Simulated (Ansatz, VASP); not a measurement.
## Al2PH3O7 (Al2PH3O7 (C2/m)) in two plane-wave programs

One calculation is typed for both programs; each brings its own data sets. How far apart do they land? Of the first pair: The structure shown is the start of the Ansatz relaxation below; VASP solves that cell, so the two are compared at the walk's first step.

Calculated with Ansatz 0.2.0; plane waves, with VASP 6.6.1 beside it; single point at PBEsol.

**1. The starting structure**

It takes space group C2/m (No. 12, monoclinic). Conventional cell: a = 13.273 Å, b = 8.128 Å, c = 5.161 Å, α = 90.00°, β = 112.26°, γ = 90.00°. Al has 6 O at 1.85 to 2.01 Å nearest. Al has 5 O at 1.78 to 2.08 Å nearest. Nearest to H lie 1 O at 0.98 Å. H has 1 O at 0.98 Å nearest. P has 4 O at 1.54 to 1.55 Å nearest. Nearest to O lie 1 P at 1.55 Å and 1 Al at 1.83 Å. Farther neighbours and most contacts between anions are not listed.

**2. Ansatz: relaxation, PBEsol**

Ansatz runs on its default PAW (the set named soft_2) files.

The two programs are compared at the cell with which this relaxation starts, whose forces are those of its first step.

input.yaml reads:

```yaml
crystal:
  lattice:
    - [6.636684, -4.064145, 0.0]
    - [6.636684, 4.064145, 0.0]
    - [-1.955083, 0.0, 4.776069]
  atoms:
    - { symbol: Al, position: [0.19902, 0.80098, 0.0] }
    - { symbol: Al, position: [0.80098, 0.19902, 0.0] }
    - { symbol: Al, position: [0.810566, 0.810566, 0.019094] }
    - { symbol: Al, position: [0.189434, 0.189434, 0.980906] }
    - { symbol: H, position: [0.874013, 0.874013, 0.602454] }
    - { symbol: H, position: [0.125987, 0.125987, 0.397546] }
    - { symbol: H, position: [0.141556, 0.63565, 0.298627] }
    - { symbol: H, position: [0.63565, 0.141556, 0.298627] }
    - { symbol: H, position: [0.858444, 0.36435, 0.701373] }
    - { symbol: H, position: [0.36435, 0.858444, 0.701373] }
    - { symbol: P, position: [0.647545, 0.647545, 0.371684] }
    - { symbol: P, position: [0.352455, 0.352455, 0.628316] }
    - { symbol: O, position: [0.742224, 0.742224, 0.266628] }
    - { symbol: O, position: [0.257776, 0.257776, 0.733372] }
    - { symbol: O, position: [0.696145, 0.696145, 0.696624] }
    - { symbol: O, position: [0.303855, 0.303855, 0.303376] }
    - { symbol: O, position: [0.735231, 0.421563, 0.283305] }
    - { symbol: O, position: [0.421563, 0.735231, 0.283305] }
    - { symbol: O, position: [0.264769, 0.578437, 0.716695] }
    - { symbol: O, position: [0.578437, 0.264769, 0.716695] }
    - { symbol: O, position: [0.915228, 0.915228, 0.804368] }
    - { symbol: O, position: [0.084772, 0.084772, 0.195632] }
    - { symbol: O, position: [0.072124, 0.712077, 0.152231] }
    - { symbol: O, position: [0.712077, 0.072124, 0.152231] }
    - { symbol: O, position: [0.927876, 0.287923, 0.847769] }
    - { symbol: O, position: [0.287923, 0.927876, 0.847769] }
basis:
  ecutwfc: 420
  xc_grid: 2
hamiltonian:
  xc: pbesol
kpoints:
  mp_grid: { grid: [4, 4, 6] }
scf:
  occupations: { method: fermi_dirac, width: 0.01 }
  max_iter: 150
output:
  forces: true
  stress: true
relax:
  f_tol: 0.01
  max_steps: 60
  cell: {}
checkpoint:
  write: "../pbesol.run"
  compress: false
  write_wavefunctions: false
  write_every: 100000
```

Run with:

```sh
$ ansatz run input.yaml --threads 1 --pin off --max-ram 2355MiB --backend cpu --events-out ev --progress --plain --runs-dir out
```

Numbers of over 12 decimals in the logs are rounded to 6 here.

What it wrote:

```text
Engine: ansatz 0.2.0, aarch64-unknown-linux-gnu
Pseudopotentials: kind: paw
Pseudopotential: Al, paw, valence charge 3, recommended cutoff 420 eV (normal), Al.paw.azcp
Pseudopotential: H, paw, valence charge 1, recommended cutoff 420 eV (normal), H.paw.azcp
Pseudopotential: P, paw, valence charge 5, recommended cutoff 420 eV (normal), P.paw.azcp
Pseudopotential: O, paw, valence charge 6, recommended cutoff 420 eV (normal), O.paw.azcp
Functional definition: PBEsol
  exchange = pbesol_x
  correlation = pbesol_c
Crystal: 26 atoms, lattice volume = 257.645 Å³
Basis set: ecut = 420 eV, 5011 PW (Γ), exchange–correlation on 108×108×72 points (8 copies of the dense FFT grid, shifted against one another)
Bands: 82, of which v1, the nominal top of the filled ones, is band 56 counted from 1 (55 counted from 0)
Symmetry: 4 space group operations
Space group: C2/m (ITA 12), of the structure as read, at distance tolerance 6.4e-5 Å
k-points: 34 of 96
Non-local potential: Al, projectors of the file, l = 0: 2, l = 1: 2, l = 2: 1
Non-local potential: H, projectors of the file, l = 0: 2, l = 1: 1
Non-local potential: P, projectors of the file, l = 0: 2, l = 1: 2, l = 2: 2
Non-local potential: O, projectors of the file, l = 0: 2, l = 1: 2, l = 2: 1
PAW form: soft (Blöchl's): semilocal exchange-correlation on the pseudo side does not see the compensation charge
PAW frozen core: Al, regenerated for the run's functional, and the local potential with it (the file was generated under x = pbe(κ = 0.804, μ = 0.219515), c = pbe(β = 0.066725))
PAW frozen core: P, regenerated for the run's functional, and the local potential with it (the file was generated under x = pbe(κ = 0.804, μ = 0.219515), c = pbe(β = 0.066725))
PAW frozen core: O, regenerated for the run's functional, and the local potential with it (the file was generated under x = pbe(κ = 0.804, μ = 0.219515), c = pbe(β = 0.066725))
PAW one-centre angular grid: Al, 110 points (default); XC on 64 Gauss nodes
PAW one-centre angular grid: H, 110 points (default); XC on 64 Gauss nodes
PAW one-centre angular grid: P, 110 points (default); XC on 64 Gauss nodes
PAW one-centre angular grid: O, 110 points (default); XC on 64 Gauss nodes
Initial density: superposition of atomic densities (neutral atoms: chi_scale 0, normalization atom), corrected by the library's trained network
Initial wavefunctions: pseudopotential atomic-orbital guess
Functional: x = pbesol(κ = 0.804, μ = 0.123457), c = pbesol(β = 0.046)
SCF iter   1: F=—  HF=-11546.150766 eV  |F-HF|=—  |Δ(HF+E_count)|=         —  Δρ=1.15e-2  dr2=2.63e-1  ethr=1.77e-3  ⟨swp⟩=7.3  Hψ=14588  notcnv=0  defer=349
preconditioner: auto → Resta (q_TF=auto, 2.375 Å⁻¹)  ε∞=3.0  [insulator: Δε(μ)=5.045 eV  Ē_g=17.167 eV  σ=0.010 eV  W_gap=1.00  n_scr=46 (ndim 8)  ℏωp=24.5 eV  f_vac=0.090  D(μ)=0.00/eV (n_scr^D=0)  ε∞_Penn≈3.0]
SCF iter   2: F=—  HF=-11546.072519 eV  |F-HF|=—  |Δ(HF+E_count)|=   7.82e-2  Δρ=2.43e-3  dr2=8.90e-3  ethr=2.35e-4  ⟨swp⟩=2.9  Hψ=4926  notcnv=0  defer=681
SCF iter   3: F=—  HF=-11546.070898 eV  |F-HF|=—  |Δ(HF+E_count)|=   1.62e-3  Δρ=1.15e-3  dr2=2.67e-3  ethr=7.95e-6  ⟨swp⟩=2.8  Hψ=3743  notcnv=0  defer=681
SCF iter   4: F=—  HF=-11546.070593 eV  |F-HF|=—  |Δ(HF+E_count)|=   3.05e-4  Δρ=2.35e-4  dr2=9.48e-5  ethr=2.38e-6  ⟨swp⟩=2.5  Hψ=4150  notcnv=0  defer=681
SCF iter   5: F=—  HF=-11546.070959 eV  |F-HF|=—  |Δ(HF+E_count)|=   3.66e-4  Δρ=1.25e-4  dr2=3.28e-5  ethr=8.47e-8  ⟨swp⟩=2.9  Hψ=4256  notcnv=0  defer=681
SCF iter   6: F=—  HF=-11546.070961 eV  |F-HF|=—  |Δ(HF+E_count)|=   1.34e-6  Δρ=3.69e-5  dr2=2.99e-6  ethr=2.93e-8  ⟨swp⟩=2.2  Hψ=3779  notcnv=0  defer=681
SCF iter   7: F=—  HF=-11546.070962 eV  |F-HF|=—  |Δ(HF+E_count)|=   1.42e-6  Δρ=7.89e-6  dr2=1.99e-7  ethr=2.67e-9  ⟨swp⟩=2.4  Hψ=3879  notcnv=0  defer=681
SCF iter   8: F=-11546.070963 eV  HF=-11546.070963 eV  |F-HF|=6.91e-9  |Δ(HF+E_count)|=   4.13e-7  Δρ=3.14e-6  dr2=1.99e-8  ethr=8.93e-11  ⟨swp⟩=5.1  Hψ=9208  notcnv=0
SCF 1 converged in 8 iterations: F = -11546.070963 eV  dr2 = 1.99e-8
  greatest PAW one-centre occupation: 0.862 electrons in one spin orbital (limit 2), on the O atom at site 19 (counted from 0), in its partial waves of l = 0
relax step   1: F+E_penalty+E_count = -11546.07096253 eV  Δ(F+E_penalty+E_count) = +0.000e0 eV  max|allowed force component| = 3.485e-1 eV/Å  Δτ_max = 0.0000 Å  P = -2.683 GPa  Ω = 257.645 Å³  (8 SCF iters, dr2 threshold 1.00e-7 eV, accepted)
[...]
relax step  14: F+E_penalty+E_count = -11546.24103947 eV  Δ(F+E_penalty+E_count) = +3.590e-4 eV  max|allowed force component| = 8.233e-3 eV/Å  Δτ_max = 0.0014 Å  P = -0.005 GPa  Ω = 247.173 Å³  energy of the carried Pulay correction = +3.530e-3 eV  (6 SCF iters, dr2 threshold 2.80e-8 eV, accepted)
[...]
relax step  15: F+E_penalty+E_count = -11546.23751733 eV  Δ(F+E_penalty+E_count) = +3.522e-3 eV  max|allowed force component| = 8.185e-3 eV/Å  Δτ_max = 0.0000 Å  P = -0.019 GPa  Ω = 247.173 Å³  stress off target by 3.00e-2 GPa  SCF on the basis re-selected at this cell (its energy is not comparable with the rows above)  (5 SCF iters)
basis re-selected at this cell: Δ(F+E_penalty+E_count) = +3.522e-3 eV, ΔP = -0.014 GPa vs the last step (what re-selecting the basis moved, of the pressure what is left beyond the Pulay correction that the steps carried, after the strain that the cell walked since its last selection, with what the two solves' SCF thresholds leave and, on support functions, any second-order correction that the steps lacked; it is no m [...]
SCF converged after 5 iterations
Free energy (F): -11546.237517 eV
Harris-Foulkes:  -11546.237517 eV  (|F-HF|=5.64e-11)
Internal energy: -11546.237517 eV  (E = F + TS)
E sigma→0 (E₀):  -11546.237517 eV
Fermi energy:    5.861949 eV
--- Per-component energies (eV) ---
  E_band       = -440.886080
  E_kinetic    = 2828.197713
  E_local      = -6545.046368  (includes V_loc(G=0)·N_el)
  E_nonlocal   = 786.894010
  E_hartree    = 2331.962672
  E_xc         = -1361.638007
  E_vxc        = -1627.788082  (∫ρ·V_xc dr)
  E_paw        = -5074.619571  (= ΣΔE_a)
  E_vpaw       = -547.097765  (= ΣTr[D̂ρ^β])
  E_aug_tail   = 0.028779  (compensation charges beyond the density's cutoff)
  E_ewald      = -4512.679524
  E_core_change = 0.662779  (= ΣΔE_core)
  E_smearing   = -0.000000  (= −TS)
  E_closure    = 0.000000  (closes the sum)
  Σ components = -11546.237517   (vs F -11546.237517, Δ=0.00e0)
--- Forces (eV/Å), atoms counted from 1 ---
  atom   1  Al     0.00000000    -0.00618840     0.00000000
  atom   2  Al     0.00000000     0.00618840     0.00000000
  atom   3  Al    -0.00319316     0.00000000     0.00082160
  atom   4  Al     0.00319316     0.00000000    -0.00082160
  atom   5  H     -0.00075560     0.00000000    -0.00193658
  atom   6  H      0.00075560     0.00000000     0.00193658
  atom   7  H     -0.00009428    -0.00040466     0.00044152
  atom   8  H     -0.00009428     0.00040466     0.00044152
  atom   9  H      0.00009428     0.00040466    -0.00044152
  atom  10  H      0.00009428    -0.00040466    -0.00044152
  atom  11  P     -0.00581719     0.00000000    -0.00818473
  atom  12  P      0.00581719     0.00000000     0.00818473
  atom  13  O      0.00436535     0.00000000     0.00393648
  atom  14  O     -0.00436535     0.00000000    -0.00393648
  atom  15  O      0.00630038     0.00000000     0.00472369
  atom  16  O     -0.00630038     0.00000000    -0.00472369
  atom  17  O      0.00048852    -0.00251290     0.00355202
  atom  18  O      0.00048852     0.00251290     0.00355202
  atom  19  O     -0.00048852     0.00251290    -0.00355202
  atom  20  O     -0.00048852    -0.00251290    -0.00355202
  atom  21  O      0.00226641     0.00000000     0.00690951
  atom  22  O     -0.00226641     0.00000000    -0.00690951
  atom  23  O      0.00268534     0.00451474    -0.00339316
  atom  24  O      0.00268534    -0.00451474    -0.00339316
  atom  25  O     -0.00268534    -0.00451474     0.00339316
  atom  26  O     -0.00268534     0.00451474     0.00339316
  max |Σ_I F_I| component: 8.67e-19 eV/Å
--- Stress (GPa, compression-positive) ---
       -0.016767       0.000000      -0.000936
        0.000000      -0.010425       0.000000
       -0.000936       0.000000      -0.029947
  P = ⅓ Tr σ = -0.0190 GPa (-0.190 kbar)
--- Relaxed structure (13 steps of the walk, 11 accepted, 2 SCFs on fresh bases) ---
  F+E_penalty+E_count = -11546.23751733 eV   max|allowed force component| = 8.185e-3 eV/Å   (the final SCF, on the basis selected at the relaxed cell)
  cell:  # Å, volume = 247.1731 Å³
    - [6.601591, -4.016132, 0.015579]
    - [6.601591, 4.016132, 0.015579]
    - [-1.933533, 0, 4.656817]
  atoms:
    - { symbol: Al, position: [0.198351, 0.801649, 4.336808689942018e-19] }
    - { symbol: Al, position: [0.801649, 0.198351, 4.336808689942018e-19] }
    - { symbol: Al, position: [0.816052, 0.816052, 0.034163] }
    - { symbol: Al, position: [0.183948, 0.183948, 0.965837] }
    - { symbol: H, position: [0.863685, 0.863685, 0.600637] }
    - { symbol: H, position: [0.136315, 0.136315, 0.399363] }
    - { symbol: H, position: [0.149407, 0.649437, 0.335273] }
    - { symbol: H, position: [0.649437, 0.149407, 0.335273] }
    - { symbol: H, position: [0.850593, 0.350563, 0.664727] }
    - { symbol: H, position: [0.350563, 0.850593, 0.664727] }
    - { symbol: P, position: [0.650880, 0.650880, 0.385088] }
    - { symbol: P, position: [0.349120, 0.349120, 0.614912] }
    - { symbol: O, position: [0.749241, 0.749241, 0.290111] }
    - { symbol: O, position: [0.250759, 0.250759, 0.709889] }
    - { symbol: O, position: [0.696780, 0.696780, 0.716297] }
    - { symbol: O, position: [0.303220, 0.303220, 0.283703] }
    - { symbol: O, position: [0.740256, 0.423364, 0.289803] }
    - { symbol: O, position: [0.423364, 0.740256, 0.289803] }
    - { symbol: O, position: [0.259744, 0.576636, 0.710197] }
    - { symbol: O, position: [0.576636, 0.259744, 0.710197] }
    - { symbol: O, position: [0.912412, 0.912412, 0.807101] }
    - { symbol: O, position: [0.087588, 0.087588, 0.192899] }
    - { symbol: O, position: [0.079491, 0.714845, 0.170856] }
    - { symbol: O, position: [0.714845, 0.079491, 0.170856] }
    - { symbol: O, position: [0.920509, 0.285155, 0.829144] }
    - { symbol: O, position: [0.285155, 0.920509, 0.829144] }
```

In the SCF lines HF is the Harris–Foulkes energy and dr2 the Hartree energy of the density residual, in eV; the loop may stop once dr2 is under the threshold and the program's other checks hold. Hψ counts applications of the Hamiltonian.

(Continued in part 2 of 3.)

[Lines on the potential files, build, host, timing and source positions are cut from VASP's logs without a mark.]

[Logs are printed without paths, hosts, clocks, repeated set-up lines and the standing remarks that a program may print on its own settings, such as how far it seeks lower states.]

[Hosts, paths, dates, database ids (printed as entryN), source tags and the programs' standing remarks are cut or masked in the printed files.]
